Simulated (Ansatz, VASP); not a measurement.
**FeGe in two plane-wave programs**

Wanted: the spread between two codes on one cell, functional and k mesh.

Main program and level: Ansatz 0.2.0; plane waves, with VASP 6.6.1 beside it; relaxation of cell and atoms at PBE and relaxation of cell and atoms at RPBE.

The database entry behind the starting cell differs from later determinations by our own check (about 0.2 % short), so it need not match the best structure at ambient conditions.

## 1. Starting point

Symmetry: P2_13, No. 198, cubic system. Conventional cell: a = 4.689 Å, b = 4.689 Å, c = 4.689 Å, α = 90.00°, β = 90.00°, γ = 90.00°. Fe has 7 Ge at 2.38 to 2.64 Å nearest. Ge has 7 Fe at 2.38 to 2.64 Å nearest. Farther neighbours are not listed.

## 2. Ansatz: relaxation of cell and atoms, PBE

Ansatz runs on its default PAW (the set named soft_2) files.

The relaxed volume is the usual yardstick between codes: its relative difference is about their pressure difference at one cell divided by the bulk modulus.

input.yaml reads:

```yaml
crystal:
  lattice:
    - [4.689, 0.0, 0.0]
    - [0.0, 4.689, 0.0]
    - [0.0, 0.0, 4.689]
  atoms:
    - { symbol: Fe, position: [0.135, 0.135, 0.135], spin: 3.0 }
    - { symbol: Fe, position: [0.365, 0.865, 0.635], spin: 3.0 }
    - { symbol: Fe, position: [0.635, 0.365, 0.865], spin: 3.0 }
    - { symbol: Fe, position: [0.865, 0.635, 0.365], spin: 3.0 }
    - { symbol: Ge, position: [0.842, 0.842, 0.842] }
    - { symbol: Ge, position: [0.658, 0.158, 0.342] }
    - { symbol: Ge, position: [0.342, 0.658, 0.158] }
    - { symbol: Ge, position: [0.158, 0.342, 0.658] }
hamiltonian:
  xc: pbe
  pseudopotentials: { kind: paw }
magnetization:
  spin_polarized: true
kpoints:
  mp_grid: { grid: [5, 5, 5] }
scf:
  occupations: { method: fermi_dirac, width: 0.05 }
relax:
  f_tol: 0.01
  max_steps: 60
  cell: { stress_tol: 0.05 }
output:
  forces: true
  stress: true
```

Command:

```
$ ansatz run input.yaml --threads 4 --pin off --max-ram 9216MiB --backend cpu --events-out ev --progress --plain --runs-dir out
```

Numbers of over 12 decimals in the logs are rounded to 6 here.

What it wrote:

```text
Engine: ansatz 0.2.0, x86_64-unknown-linux-gnu
Pseudopotentials: kind: paw
Pseudopotential: Fe, paw, valence charge 16, recommended cutoff 420 eV (normal), Fe.paw.azcp
Pseudopotential: Ge, paw, valence charge 14, recommended cutoff 420 eV (normal), Ge.paw.azcp
Functional definition: PBE
  parameter kappa = 0.804
  parameter beta = 0.066725
  exchange = pbe_x(kappa = kappa, mu = beta*pi^2/3)
  correlation = pbe_c(beta = beta)
Crystal: 8 atoms, lattice volume = 103.096 Å³
Basis set: ecut = 420 eV, 2007 PW (Γ), exchange–correlation on 64×64×64 points (8 copies of the dense FFT grid, shifted against one another)
Bands: 80, of which v1, the nominal top of the filled ones, is band 60 counted from 1 (59 counted from 0)
Symmetry: 12 space group operations
Space group: P213 (ITA 198), of the structure as read, at distance tolerance 4.7e-5 Å
Magnetic group: BNS 198.9 (UNI 1511), of the structure as read, at distance tolerance 4.7e-5 Å
k-points: 11 of 125 (time reversal used)
Non-local potential: Fe, projectors of the file, l = 0: 3, l = 1: 2, l = 2: 3, l = 3: 1
Non-local potential: Ge, projectors of the file, l = 0: 2, l = 1: 2, l = 2: 3, l = 3: 1
PAW form: soft (Blöchl's): semilocal exchange-correlation on the pseudo side does not see the compensation charge
PAW one-centre angular grid: Fe, 590 points (default); XC on 64 Gauss nodes
PAW one-centre angular grid: Ge, 590 points (default); XC on 64 Gauss nodes
Initial density: superposition of atomic densities (chi_scale 0.1, normalization cell)
Starting moments: Σ|m| = 12 μB on 4 of 8 sites
Initial wavefunctions: pseudopotential atomic-orbital guess
Functional: x = pbe(κ = 0.804, μ = 0.219515), c = pbe(β = 0.066725)
iter 1 solved again at ethr=1.99e-3 eV; its pass at ethr=3.10e-3 eV (dr2=2.39e0 eV) is discarded
SCF iter   1: F=—  HF=-35097.981502 eV  |F-HF|=—  |Δ(HF+E_count)|=         —  Δρ=4.33e-2 (↑4.33e-2 ↓2.68e-2)  dr2=2.41e0  dr2_m=3.85e-1  M=9.110 μB ∫|m|=10.651 μB  β_m=0.30  ethr=1.99e-3  ⟨swp⟩=1.4  Hψ=7736  notcnv=0
Mixer restart at iter 1: flushing history
preconditioner: auto → Kerker (q_TF=auto, 2.798 Å⁻¹)  [metal: Δε(μ)=0.020 eV  Ē_g=17.865 eV  σ=0.050 eV  W_gap=0.10  n_scr=32 (ndim 8)  ℏωp=34.3 eV  f_vac=0.000  D(μ)=7.32/eV (n_scr^D=80)]
spin=Collinear: Kerker preconditioning applied to the charge; magnetization (m = ρ↑ − ρ↓) channel mixes plain (no charge-response kernel on spin).
SCF iter   2: F=—  HF=-35098.004864 eV  |F-HF|=—  |Δ(HF+E_count)|=   2.34e-2  Δρ=2.35e-2 (↑2.35e-2 ↓2.28e-2)  dr2=7.02e-1  dr2_m=3.45e-1  M=8.683 μB ∫|m|=10.362 μB  β_m=0.43  ethr=1.99e-3  ⟨swp⟩=2.4  Hψ=2401  notcnv=0
SCF iter   3: F=—  HF=-35099.825640 eV  |F-HF|=—  |Δ(HF+E_count)|=    1.82e0  Δρ=2.79e-2 (↑1.79e-2 ↓2.79e-2)  dr2=7.93e-1  dr2_m=3.97e-1  M=8.104 μB ∫|m|=9.902 μB  β_m=0.44  ethr=5.85e-4  ⟨swp⟩=2.0  Hψ=2221  notcnv=0  defer=176
SCF iter   4: F=—  HF=-35101.191770 eV  |F-HF|=—  |Δ(HF+E_count)|=    1.37e0  Δρ=2.62e-2 (↑1.62e-2 ↓2.62e-2)  dr2=6.20e-1  dr2_m=3.66e-1  M=7.515 μB ∫|m|=9.332 μB  β_m=0.15  ethr=5.85e-4  ⟨swp⟩=2.0  Hψ=2173  notcnv=0  defer=205
SCF iter   5: F=—  HF=-35101.414805 eV  |F-HF|=—  |Δ(HF+E_count)|=   2.23e-1  Δρ=2.06e-2 (↑2.06e-2 ↓1.32e-2)  dr2=2.60e-1  dr2_m=2.08e-1  M=7.222 μB ∫|m|=8.930 μB  β_m=0.29  ethr=5.17e-4  ⟨swp⟩=2.0  Hψ=2220  notcnv=0  defer=198
SCF iter   6: F=—  HF=-35102.536896 eV  |F-HF|=—  |Δ(HF+E_count)|=         —  Δρ=5.47e-2 (↑5.47e-2 ↓3.65e-2)  dr2=3.34e-1  dr2_m=1.92e0  M=4.403 μB ∫|m|=5.714 μB  β_m=1.00  ethr=2.16e-4  ⟨swp⟩=2.5  Hψ=2624  notcnv=0  defer=198
Mixer restart at iter 6: flushing history
SCF iter   7: F=—  HF=-35102.619950 eV  |F-HF|=—  |Δ(HF+E_count)|=   8.31e-2  Δρ=1.87e-2 (↑1.81e-2 ↓1.87e-2)  dr2=1.06e0  dr2_m=3.88e-4  M=4.427 μB ∫|m|=5.655 μB  β_m=0.61  ethr=4.17e-5  ⟨swp⟩=2.8  Hψ=3712  notcnv=0  defer=189
SCF iter   8: F=—  HF=-35102.701849 eV  |F-HF|=—  |Δ(HF+E_count)|=   8.19e-2  Δρ=1.43e-2 (↑1.43e-2 ↓4.13e-3)  dr2=1.43e-1  dr2_m=3.31e-2  M=4.259 μB ∫|m|=5.396 μB  β_m=0.51  ethr=4.17e-5  ⟨swp⟩=3.0  Hψ=3865  notcnv=0  defer=189
SCF iter   9: F=—  HF=-35102.600701 eV  |F-HF|=—  |Δ(HF+E_count)|=   1.01e-1  Δρ=4.91e-3 (↑1.48e-3 ↓4.91e-3)  dr2=4.41e-2  dr2_m=6.34e-3  M=4.296 μB ∫|m|=5.443 μB  β_m=0.76  ethr=4.17e-5  ⟨swp⟩=2.7  Hψ=3645  notcnv=0  defer=185
SCF iter  10: F=—  HF=-35102.592090 eV  |F-HF|=—  |Δ(HF+E_count)|=   8.61e-3  Δρ=2.57e-3 (↑2.12e-3 ↓2.57e-3)  dr2=1.47e-2  dr2_m=6.80e-5  M=4.258 μB ∫|m|=5.353 μB  β_m=0.88  ethr=3.67e-5  ⟨swp⟩=2.0  Hψ=2531  notcnv=0  defer=185
SCF iter  11: F=—  HF=-35102.595532 eV  |F-HF|=—  |Δ(HF+E_count)|=   3.44e-3  Δρ=6.80e-4 (↑6.80e-4 ↓3.71e-4)  dr2=5.77e-4  dr2_m=3.01e-5  M=4.272 μB ∫|m|=5.379 μB  β_m=0.91  ethr=1.23e-5  ⟨swp⟩=2.0  Hψ=2428  notcnv=0  defer=184
SCF iter  12: F=—  HF=-35102.595994 eV  |F-HF|=—  |Δ(HF+E_count)|=   4.62e-4  Δρ=2.99e-4 (↑2.99e-4 ↓1.58e-4)  dr2=1.25e-4  dr2_m=5.73e-6  M=4.275 μB ∫|m|=5.384 μB  β_m=0.73  ethr=4.81e-7  ⟨swp⟩=2.0  Hψ=2739  notcnv=0  defer=184
SCF iter  13: F=—  HF=-35102.595998 eV  |F-HF|=—  |Δ(HF+E_count)|=   3.57e-6  Δρ=9.58e-5 (↑9.58e-5 ↓7.31e-5)  dr2=2.63e-5  dr2_m=1.91e-7  M=4.276 μB ∫|m|=5.385 μB  β_m=0.87  ethr=1.05e-7  ⟨swp⟩=2.1  Hψ=2684  notcnv=0  defer=184
SCF iter  14: F=—  HF=-35102.596005 eV  |F-HF|=—  |Δ(HF+E_count)|=   6.76e-6  Δρ=1.24e-5 (↑7.35e-6 ↓1.24e-5)  dr2=4.06e-7  dr2_m=1.08e-8  M=4.276 μB ∫|m|=5.386 μB  β_m=0.88  ethr=2.19e-8  ⟨swp⟩=2.0  Hψ=2167  notcnv=0  defer=184
SCF iter  15: F=—  HF=-35102.596004 eV  |F-HF|=—  |Δ(HF+E_count)|=   5.69e-8  Δρ=5.39e-6 (↑5.39e-6 ↓3.89e-6)  dr2=8.31e-8  dr2_m=7.96e-10  M=4.276 μB ∫|m|=5.387 μB  β_m=0.94  ethr=3.39e-10  ⟨swp⟩=2.2  Hψ=2447  notcnv=0  defer=184
SCF iter  16: F=-35102.596004 eV  HF=-35102.596004 eV  |F-HF|=2.38e-8  |Δ(HF+E_count)|=   3.95e-9  Δρ=2.46e-6 (↑2.46e-6 ↓2.31e-6)  dr2=2.49e-8  dr2_m=1.56e-11  M=4.276 μB ∫|m|=5.386 μB  ethr=6.92e-11  ⟨swp⟩=2.0  Hψ=4681  notcnv=0
SCF 1 converged in 16 iterations: F = -35102.596004 eV  dr2 = 2.49e-8
  greatest PAW one-centre occupation: 1.001 electrons in one spin orbital (limit 2), on the Fe atom at site 2 (counted from 0), in its partial waves of l = 1
relax step   1: F+E_penalty+E_count = -35102.59600447 eV  Δ(F+E_penalty+E_count) = +0.000e0 eV  max|allowed force component| = 4.274e-2 eV/Å  Δτ_max = 0.0000 Å  P = -2.694 GPa  Ω = 103.096 Å³  (16 SCF iters, dr2 threshold 1.00e-7 eV, accepted)
[...]
relax step   2: F+E_penalty+E_count = -35102.61009096 eV  Δ(F+E_penalty+E_count) = -1.409e-2 eV  max|allowed force component| = 2.008e-2 eV/Å  Δτ_max = 0.0007 Å  P = -0.640 GPa  Ω = 101.793 Å³  energy of the carried Pulay correction = +5.286e-4 eV  (9 SCF iters, dr2 threshold 8.00e-7 eV, accepted)
[...]
relax step   3: F+E_penalty+E_count = -35102.61121118 eV  Δ(F+E_penalty+E_count) = -1.120e-3 eV  max|allowed force component| = 6.721e-3 eV/Å  Δτ_max = 0.0015 Å  P = +0.022 GPa  Ω = 101.425 Å³  energy of the carried Pulay correction = +6.793e-4 eV  (8 SCF iters, dr2 threshold 8.00e-7 eV, accepted)
[...]
relax step   4: F+E_penalty+E_count = -35102.61058194 eV  Δ(F+E_penalty+E_count) = +6.292e-4 eV  max|allowed force component| = 6.687e-3 eV/Å  Δτ_max = 0.0000 Å  P = +0.023 GPa  Ω = 101.425 Å³  stress off target by 2.32e-2 GPa  SCF on the basis re-selected at this cell (its energy is not comparable with the rows above)  (8 SCF iters)
basis re-selected at this cell: Δ(F+E_penalty+E_count) = +6.292e-4 eV, ΔP = +0.001 GPa vs the last step (what re-selecting the basis moved, of the pressure what is left beyond the Pulay correction that the steps carried, after the strain that the cell walked since its last selection, with what the two solves' SCF thresholds leave and, on support functions, any second-order correction that the steps lacked; it is no m [...]
SCF converged after 8 iterations
Magnetization: 4.2146 μB (62.1073 up, 57.8927 down)
Absolute magnetization: 5.2665 μB (∫|ρ↑−ρ↓|, with the PAW one-centre terms)
Spin contamination: 0.1147 ħ² per cell (⟨S²⟩ above its minimum at these occupations)
Per-site moments (μB) at R_I (Å): [(1.159884, 0.976691), (1.159884, 0.976691), (1.159884, 0.976691), (1.159884, 0.976691), (-0.052585, 0.976691), (-0.052585, 0.976691), (-0.052585, 0.976691), (-0.052585, 0.976691)]
Free energy (F): -35102.610582 eV
Harris-Foulkes:  -35102.610582 eV  (|F-HF|=0.00e0)
Internal energy: -35102.555883 eV  (E = F + TS)
E sigma→0 (E₀):  -35102.583233 eV
Entropy (-TS):   -0.054699 eV (-6.837 meV/atom)
Fermi energy:    17.102504 eV
--- Per-component energies (eV) ---
  E_band       = -1065.402938
  E_kinetic    = 1870.857396
  E_local      = -16251.183593  (includes V_loc(G=0)·N_el)
  E_nonlocal   = 2548.946691
  E_hartree    = 7047.337847
  E_xc         = -780.898524
  E_vxc        = -875.689194  (∫ρ·V_xc dr)
  E_paw        = -13548.007768  (= ΣΔE_a)
  E_vpaw       = -2453.014920  (= ΣTr[D̂ρ^β])
  E_aug_tail   = 0.004686  (compensation charges beyond the density's cutoff)
  E_ewald      = -15989.612618
  E_smearing   = -0.054699  (= −TS)
  E_closure    = 0.000000  (closes the sum)
  Σ components = -35102.610582   (vs F -35102.610582, Δ=0.00e0)
--- Forces (eV/Å), atoms counted from 1 ---
  atom   1  Fe    -0.00668717    -0.00668717    -0.00668717
  atom   2  Fe     0.00668717     0.00668717    -0.00668717
  atom   3  Fe    -0.00668717     0.00668717     0.00668717
  atom   4  Fe     0.00668717    -0.00668717     0.00668717
  atom   5  Ge    -0.00500629    -0.00500629    -0.00500629
  atom   6  Ge     0.00500629     0.00500629    -0.00500629
  atom   7  Ge    -0.00500629     0.00500629     0.00500629
  atom   8  Ge     0.00500629    -0.00500629     0.00500629
  max |Σ_I F_I| component: 1.10e-16 eV/Å
--- Stress (GPa, compression-positive) ---
        0.023234       0.000000      -0.000000
        0.000000       0.023234      -0.000000
       -0.000000      -0.000000       0.023234
  P = ⅓ Tr σ = 0.0232 GPa (0.232 kbar)
--- Relaxed structure (3 steps of the walk, 3 accepted, 1 SCFs on fresh bases) ---
  F+E_penalty+E_count = -35102.61058194 eV   max|allowed force component| = 6.687e-3 eV/Å   (the final SCF, on the basis selected at the relaxed cell)
  cell:  # Å, volume = 101.4245 Å³
    - [4.663525, 0, 0]
    - [0, 4.663525, 0]
    - [0, 0.0, 4.663525]
  atoms:
    - { symbol: Fe, position: [0.134900, 0.134900, 0.134900] }
    - { symbol: Fe, position: [0.365100, 0.865100, 0.634900] }
    - { symbol: Fe, position: [0.634900, 0.365100, 0.865100] }
    - { symbol: Fe, position: [0.865100, 0.634900, 0.365100] }
    - { symbol: Ge, position: [0.841771, 0.841771, 0.841771] }
    - { symbol: Ge, position: [0.658229, 0.158229, 0.341771] }
    - { symbol: Ge, position: [0.341771, 0.658229, 0.158229] }
    - { symbol: Ge, position: [0.158229, 0.341771, 0.658229] }
```

Run time: 20 s. Hardware: 4 threads of AMD EPYC 7B13 (Zen 3), shared host; peak memory 0.59 GiB.

[end of part 1 of 3]

[Lines on the potential files, build, host, timing and source positions are cut from VASP's logs without a mark.]

[Logs are printed without paths, hosts, clocks, repeated set-up lines and the standing remarks that a program may print on its own settings, such as how far it seeks lower states.]

[Hosts, paths, dates, database ids (printed as entryN), source tags and the programs' standing remarks are cut or masked in the printed files.]
